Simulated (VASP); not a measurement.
# Adsorption sites of N on Rh(100), part 2 of 7

Aim: adsorption energies of N on the high-symmetry sites of Rh(100), at a coverage of 1/4.

VASP 6.6.1, plane waves and PAW; the level of theory is named at each step.

So far. Step 3 (The bulk reference, job self-consistent run, k-mesh …): The run ends at a pressure of -0.01 GPa.

## (4) Relaxing the slab

Level of this step: RPBE; plane waves and PAW (Rh) (VASP).

System of this step: Rh(100). The cell holds 16 atoms: 16 Rh. Cell: a = 5.442 Å, b = 5.442 Å, c = 20.772 Å, α = 90.0°, β = 90.0°, γ = 90.0°. It derives from Rh. 4 layers of fcc Rh, cut at this functional's lattice. Vacuum lies along c.

The free atoms relax, while those held by selective dynamics keep their cut positions.

Contents of INCAR:

```
SYSTEM = Rh
PREC = Normal
ENCUT = 440
EDIFF = 1E-05
NELM = 120
ISMEAR = 1
SIGMA = 0.15
LREAL = Auto
ALGO = Fast
GGA = RP
NBANDS = 89
LASPH = .TRUE.
LORBIT = 11
LWAVE = .FALSE.
LCHARG = .FALSE.
KPAR = 2
NCORE = 2
IBRION = 2
NSW = 40
ISIF = 2
EDIFFG = -0.03
POTIM = 0.4
MAXMIX = 40
IDIPOL = 3
LDIPOL = .TRUE.
DIPOL = 0.5 0.5 0.5
```

Contents of POSCAR:

```
Rh
1.0
    5.4415035991      0.0000000000      0.0000000000
    0.0000000000      5.4415035991      0.0000000000
    0.0000000000      0.0000000000     20.7715861422
Rh
16
Selective dynamics
Direct
    0.2500000000      0.2500000000      0.3610701600  F F F
    0.7500000000      0.2500000000      0.3610701600  F F F
    0.2500000000      0.7500000000      0.3610701600  F F F
    0.7500000000      0.7500000000      0.3610701600  F F F
    0.0000000000      0.0000000000      0.4536900500  F F F
    0.5000000000      0.0000000000      0.4536900500  F F F
    0.0000000000      0.5000000000      0.4536900500  F F F
    0.5000000000      0.5000000000      0.4536900500  F F F
    0.2500000000      0.2500000000      0.5463099500  T T T
    0.7500000000      0.2500000000      0.5463099500  T T T
    0.2500000000      0.7500000000      0.5463099500  T T T
    0.7500000000      0.7500000000      0.5463099500  T T T
    0.0000000000      0.0000000000      0.6389298400  T T T
    0.5000000000      0.0000000000      0.6389298400  T T T
    0.0000000000      0.5000000000      0.6389298400  T T T
    0.5000000000      0.5000000000      0.6389298400  T T T
```

Contents of KPOINTS:

```
Automatic mesh
0
Gamma
4 4 1
0 0 0
```

Potentials, in the order of the species: Rh (PBE family, release 64).

Command:

```console
mpirun -np 4 vasp_std
```

The program printed:

```text
[banner, memory and clock lines left out]
running    4 mpi-ranks, on    1 nodes
 distrk:  each k-point on    2 cores,    2 groups
 distr:  one band on    2 cores,    1 groups

 POSCAR found type information on POSCAR Rh
 POSCAR found :  1 types and      16 ions
 [... a notice as in an earlier step ...]

 LDA part: xc-table for (Slater+PW92), standard interpolation
 POSCAR, INCAR and KPOINTS ok, starting setup
 FFT: planning ... GRIDC
 FFT: planning ... GRID_SOFT
 FFT: planning ... GRID
 WAVECAR not read
 entering main loop
       N       E                     dE             d eps       ncg     rms          rms(c)
DAV:   1     0.835493963571E+03    0.83549E+03   -0.58644E+04  1068   0.122E+03
DAV:   2    -0.507968347892E+02   -0.88629E+03   -0.82828E+03  1191   0.278E+02
DAV:   3    -0.101780184369E+03   -0.50983E+02   -0.44424E+02  1376   0.587E+01
DAV:   4    -0.104549466796E+03   -0.27693E+01   -0.26281E+01  1460   0.128E+01
DAV:   5    -0.104663523334E+03   -0.11406E+00   -0.11219E+00  1526   0.233E+00    0.315E+01
RMM:   6    -0.986623259292E+02    0.60012E+01   -0.16628E+01  1071   0.150E+01    0.132E+01
RMM:   7    -0.108640395789E+03   -0.99781E+01   -0.19728E+01  1124   0.107E+01    0.266E+01
RMM:   8    -0.979794747537E+02    0.10661E+02   -0.74973E+00  1084   0.837E+00    0.304E+00
RMM:   9    -0.991161984430E+02   -0.11367E+01   -0.20708E+00  1099   0.270E+00    0.124E+01
RMM:  10    -0.982225199207E+02    0.89368E+00   -0.46376E-01  1111   0.151E+00    0.549E+00
RMM:  11    -0.979933226796E+02    0.22920E+00   -0.17555E-01  1082   0.136E+00    0.139E+00
RMM:  12    -0.979901653560E+02    0.31573E-02   -0.91761E-02  1095   0.861E-01    0.139E+00
RMM:  13    -0.979747674836E+02    0.15398E-01   -0.22945E-02  1085   0.484E-01    0.582E-01
RMM:  14    -0.979667973397E+02    0.79701E-02   -0.90150E-03  1160   0.177E-01    0.113E-01
RMM:  15    -0.979649926945E+02    0.18046E-02   -0.24129E-03  1179   0.994E-02    0.595E-02
RMM:  16    -0.979638597000E+02    0.11330E-02   -0.11495E-03  1145   0.672E-02    0.591E-02
RMM:  17    -0.979640586997E+02   -0.19900E-03   -0.28144E-04  1157   0.357E-02    0.396E-02
RMM:  18    -0.979644857574E+02   -0.42706E-03   -0.17723E-04   898   0.238E-02    0.158E-02
RMM:  19    -0.979646287990E+02   -0.14304E-03   -0.45936E-05   740   0.131E-02    0.138E-02
RMM:  20    -0.979647769548E+02   -0.14816E-03   -0.38743E-05   690   0.111E-02    0.518E-03
RMM:  21    -0.979648777411E+02   -0.10079E-03   -0.14531E-05   643   0.687E-03    0.469E-03
RMM:  22    -0.979649977665E+02   -0.12003E-03   -0.52891E-06   450   0.403E-03    0.213E-03
RMM:  23    -0.979650831555E+02   -0.85389E-04   -0.80495E-06   476   0.407E-03    0.143E-03
RMM:  24    -0.979650959183E+02   -0.12763E-04   -0.17674E-06   267   0.255E-03    0.587E-04
RMM:  25    -0.979651006384E+02   -0.47201E-05   -0.86965E-07   212   0.241E-03
   1 F= -.97965101E+02 E0= -.97967063E+02  d E =-.979651E+02
 curvature:   0.00 expect dE= 0.000E+00 dE for cont linesearch  0.000E+00
 trial: gam= 0.00000 g(F)=  0.571E-01 g(S)=  0.000E+00 ort = 0.000E+00 (trialstep = 0.100E+01)
 search vector abs. value=  0.571E-01
 bond charge predicted
       N       E                     dE             d eps       ncg     rms          rms(c)
DAV:   1    -0.980021203566E+02   -0.37024E-01   -0.10746E+01  1074   0.912E+00    0.573E-01
RMM:   2    -0.979992497513E+02    0.28706E-02   -0.69032E-02  1071   0.112E+00    0.499E-01
RMM:   3    -0.980061294047E+02   -0.68797E-02   -0.19903E-02  1078   0.518E-01    0.397E-01
RMM:   4    -0.980055073817E+02    0.62202E-03   -0.65463E-03  1074   0.288E-01    0.112E-01
RMM:   5    -0.980061654564E+02   -0.65807E-03   -0.12949E-03  1126   0.121E-01    0.454E-02
RMM:   6    -0.980064616360E+02   -0.29618E-03   -0.32482E-04  1189   0.474E-02    0.197E-02
RMM:   7    -0.980064857427E+02   -0.24107E-04   -0.55113E-05   772   0.190E-02    0.966E-03
RMM:   8    -0.980065285127E+02   -0.42770E-04   -0.14331E-05   603   0.116E-02    0.819E-03
RMM:   9    -0.980065279324E+02    0.58027E-06   -0.45634E-06   578   0.628E-03
   2 F= -.98006528E+02 E0= -.98007262E+02  d E =-.414273E-01
[...]
3 F= -.98017947E+02 E0= -.98017022E+02  d E =-.528467E-01
[...]
4 F= -.98018196E+02 E0= -.98016995E+02  d E =-.530954E-01
[...]
5 F= -.98020134E+02 E0= -.98019037E+02  d E =-.193815E-02
[...]
6 F= -.98024914E+02 E0= -.98024121E+02  d E =-.671755E-02
 curvature:  -3.28 expect dE=-0.166E-02 dE for cont linesearch -0.160E-02
 ZBRENT: increasing intervall
 opt :  11.7675  next Energy=   -98.027345 (dE=-0.915E-02)
 bond charge predicted
       N       E                     dE             d eps       ncg     rms          rms(c)
DAV:   1    -0.980225794971E+02    0.23345E-02   -0.15918E+01  1068   0.110E+01    0.636E-01
RMM:   2    -0.980259306878E+02   -0.33512E-02   -0.73556E-02  1071   0.134E+00    0.512E-02
RMM:   3    -0.980269826834E+02   -0.10520E-02   -0.10549E-02  1074   0.491E-01    0.125E-02
RMM:   4    -0.980272387655E+02   -0.25608E-03   -0.24808E-03  1141   0.194E-01    0.113E-02
RMM:   5    -0.980273101226E+02   -0.71357E-04   -0.64567E-04  1238   0.853E-02    0.176E-02
RMM:   6    -0.980273201479E+02   -0.10025E-04   -0.10798E-04   900   0.301E-02    0.199E-02
RMM:   7    -0.980273212525E+02   -0.11045E-05   -0.15828E-05   615   0.115E-02
   7 F= -.98027321E+02 E0= -.98027185E+02  d E =-.912519E-02
 curvature:  -4.99 expect dE=-0.110E-02 dE for cont linesearch -0.108E-02
 trial: gam= 0.00000 g(F)=  0.220E-03 g(S)=  0.000E+00 ort =-0.615E-03 (trialstep = 0.329E+01)
 search vector abs. value=  0.220E-03
 reached required accuracy - stopping structural energy minimisation
```

The job ended after 2.2 min (4 MPI ranks of Intel Xeon 6975P-C (Granite Rapids), shared host; peak memory 1.1 GiB; 8.7 min of CPU time).

From OUTCAR (step 4):

```text
  LATTYP: Found a simple tetragonal cell.
 ALAT       =     5.4415035991
 C/A-ratio  =     3.8172511998

 Subroutine GETGRP returns: Found 16 space group operations
 (whereof  8 operations were pure point group operations)

The static configuration has the point symmetry C_4v.
 The point group associated with its full space group is D_4h.

 Found      6 irreducible k-points:

   k-points           NKPTS =      6   k-points in BZ     NKDIM =      6   number of bands    NBANDS=     89

   dimension x,y,z NGX =    28 NGY =   28 NGZ =  108
   dimension x,y,z NGXF=    56 NGYF=   56 NGZF=  216

   ENCUT  =  440.0 eV  32.34 Ry    5.69 a.u.   9.31  9.31 35.53*2*pi/ulx,y,z

   NELECT =     144.0000    total number of electrons

 dipolmoment           0.000000      0.000000      0.001340 electrons x Angstroem

 E-fermi :   1.0675

 k-point     1 :       0.0000    0.0000    0.0000
  band No.  band energies     occupation
    ...
     63       0.8211      2.04221
     64       0.8584      2.06398
     65       0.8584      2.06398
     66       0.9276      2.03330
     67       0.9276      2.03330
     68       1.1207      0.43966
     69       1.1207      0.43966
     70       1.3404     -0.02739
     71       1.3426     -0.02633
     72       1.4672     -0.00108
    ...

 k-point     2 :       0.2500    0.0000    0.0000
  band No.  band energies     occupation
    ...
     66       0.9981      1.69754
     67       0.9996      1.68613
     68       1.0032      1.65702
     69       1.0432      1.27056
     70       1.0629      1.05221
     71       1.1438      0.25059
     72       1.1474      0.22462
     73       1.1775      0.05805
     74       1.2039     -0.02600
     75       1.4240     -0.00394
    ...

  Total      -10.9546389    -10.9546389     -2.9474969      0.0000000      0.0000000      0.0000000
  in kB      -28.5365290    -28.5365290     -7.6781472      0.0000000      0.0000000      0.0000000
  external PRESSURE =     -21.5837351 kB  Pullay stress =       0.0000000 kB

  energy-cutoff  :      440.00
  volume of cell :      615.05
      direct lattice vectors                 reciprocal lattice vectors
     5.441503599  0.000000000  0.000000000     0.183772735  0.000000000  0.000000000
     0.000000000  5.441503599  0.000000000     0.000000000  0.183772735  0.000000000
     0.000000000  0.000000000 20.771586142     0.000000000  0.000000000  0.048142688

 POSITION                                       TOTAL-FORCE (eV/Angst)
 -----------------------------------------------------------------------------------
      1.36038      1.36038      7.50000         0.000000     -0.000000      0.440498
      4.08113      1.36038      7.50000        -0.000000     -0.000000      0.440498
      1.36038      4.08113      7.50000         0.000000     -0.000000      0.440498
      4.08113      4.08113      7.50000        -0.000000      0.000000      0.440498
      0.00000      0.00000      9.42386         0.000000     -0.000000     -0.493936
      2.72075      0.00000      9.42386         0.000000     -0.000000     -0.493936
      0.00000      2.72075      9.42386         0.000000     -0.000000     -0.493936
      2.72075      2.72075      9.42386         0.000000     -0.000000     -0.493936
      1.36038      1.36038     11.34872         0.000000     -0.000000      0.026994
      4.08113      1.36038     11.34872        -0.000000     -0.000000      0.026994
      1.36038      4.08113     11.34872         0.000000      0.000000      0.026994
      4.08113      4.08113     11.34872         0.000000      0.000000      0.026994
      0.00000      0.00000     13.20067         0.000000      0.000000      0.026444
      2.72075      0.00000     13.20067         0.000000     -0.000000      0.026444
      0.00000      2.72075     13.20067        -0.000000      0.000000      0.026444
      2.72075      2.72075     13.20067        -0.000000      0.000000      0.026444
 -----------------------------------------------------------------------------------
    total drift:                                0.000000      0.000000     -0.000081

  FREE ENERGIE OF THE ION-ELECTRON SYSTEM (eV)
  ---------------------------------------------------
  free  energy   TOTEN  =       -98.0273212525 eV

  energy  without entropy=      -98.0269134681  energy(sigma->0) =      -98.02718532

 vacuum level on the upper side and lower side of the slab         5.867         5.923

 total charge
# of ion       s       p       d       tot
------------------------------------------
    1        0.447   0.347   7.364   8.158
    2        0.447   0.347   7.364   8.158
    3        0.447   0.347   7.364   8.158
    4        0.447   0.347   7.364   8.158
    5        0.490   0.538   7.315   8.344
    6        0.490   0.538   7.315   8.344
    7        0.490   0.538   7.315   8.344
    8        0.490   0.538   7.315   8.344
    9        0.500   0.561   7.322   8.384
   10        0.500   0.561   7.322   8.384
   11        0.500   0.561   7.322   8.384
   12        0.500   0.561   7.322   8.384
   13        0.460   0.368   7.379   8.207
   14        0.460   0.368   7.379   8.207
   15        0.460   0.368   7.379   8.207
   16        0.460   0.368   7.379   8.207
--------------------------------------------------
tot          7.591   7.255 117.524 132.369

[... 1 part as in an earlier step ...]

[... 7 further parts left out ...]
```

CONTCAR:

```
Rh
   1.00000000000000
     5.4415035990999998    0.0000000000000000    0.0000000000000000
     0.0000000000000000    5.4415035990999998    0.0000000000000000
     0.0000000000000000    0.0000000000000000   20.7715861422000003
  Rh
    16
Selective dynamics
Direct
     0.2500000000000000    0.2500000000000000    0.3610701599999970   F   F   F
     0.7500000000000000    0.2500000000000000    0.3610701599999970   F   F   F
     0.2500000000000000    0.7500000000000000    0.3610701599999970   F   F   F
     0.7500000000000000    0.7500000000000000    0.3610701599999970   F   F   F
     0.0000000000000000    0.0000000000000000    0.4536900499999987   F   F   F
     0.5000000000000000    0.0000000000000000    0.4536900499999987   F   F   F
     0.0000000000000000    0.5000000000000000    0.4536900499999987   F   F   F
     0.5000000000000000    0.5000000000000000    0.4536900499999987   F   F   F
     0.2500000000000000    0.2500000000000000    0.5463579440149472   T   T   T
     0.7500000000000000    0.2500000000000000    0.5463579440149472   T   T   T
     0.2500000000000000    0.7500000000000000    0.5463579440149472   T   T   T
     0.7500000000000000    0.7500000000000000    0.5463579440149472   T   T   T
     0.0000000000000000    0.0000000000000000    0.6355158680123234   T   T   T
     0.5000000000000000    0.0000000000000000    0.6355158680123234   T   T   T
     0.0000000000000000    0.5000000000000000    0.6355158680123234   T   T   T
     0.5000000000000000    0.5000000000000000    0.6355158680123234   T   T   T
```

The run keeps the 8 symmetry operations of its start, so it cannot find a distortion of lower symmetry.

The steps of the relaxation:

```csv
step,energy less that of the first step (eV),largest force (eV/Å)
1,0.0000,0.4441
2,-0.0414,0.2394
3,-0.0528,0.0926
4,-0.0531,0.0755
5,-0.0550,0.0657
6,-0.0598,0.0432
7,-0.0622,0.0270
```

The atoms that moved most (Å):

```
atom     dx     dy      dz  length
Rh13  0.000  0.000  -0.071   0.071
Rh14  0.000  0.000  -0.071   0.071
Rh15  0.000  0.000  -0.071   0.071
Rh16  0.000  0.000  -0.071   0.071
```

The relaxed structure:

```xyz
16
Lattice="5.4415 0.0000 0.0000 0.0000 5.4415 0.0000 0.0000 0.0000 20.7716" Properties=species:S:1:pos:R:3
Rh    1.3604    1.3604    7.5000
Rh    4.0811    1.3604    7.5000
Rh    1.3604    4.0811    7.5000
Rh    4.0811    4.0811    7.5000
Rh    0.0000    0.0000    9.4239
Rh    2.7208    0.0000    9.4239
Rh    0.0000    2.7208    9.4239
Rh    2.7208    2.7208    9.4239
Rh    1.3604    1.3604   11.3487
Rh    4.0811    1.3604   11.3487
Rh    1.3604    4.0811   11.3487
Rh    4.0811    4.0811   11.3487
Rh    0.0000    0.0000   13.2007
Rh    2.7208    0.0000   13.2007
Rh    0.0000    2.7208   13.2007
Rh    2.7208    2.7208   13.2007
```

This step gave:

- electronic cycles: 63
- electrons: 144
- free energy (TOTEN): -98.0273 eV
- energy at zero smearing: -98.0272 eV
- Fermi energy: 1.067 eV
- dipole moment: 0, 0, 0.00134 e·Å

The run ended after 7 ionic steps, 0.062 eV below its first step, once the forces on the free atoms met EDIFFG = -0.03.

(Part 2 of 7 ends here.)

[Lines on the potential files, build, host, timing and source positions are cut from VASP's logs without a mark.]

[Logs are printed without paths, hosts, clocks, repeated set-up lines and the standing remarks that a program may print on its own settings, such as how far it seeks lower states.]

[Hosts, paths, dates, database ids (printed as entryN), source tags and the programs' standing remarks are cut or masked in the printed files.]

[Runs that stopped without an error message from VASP are left out.]
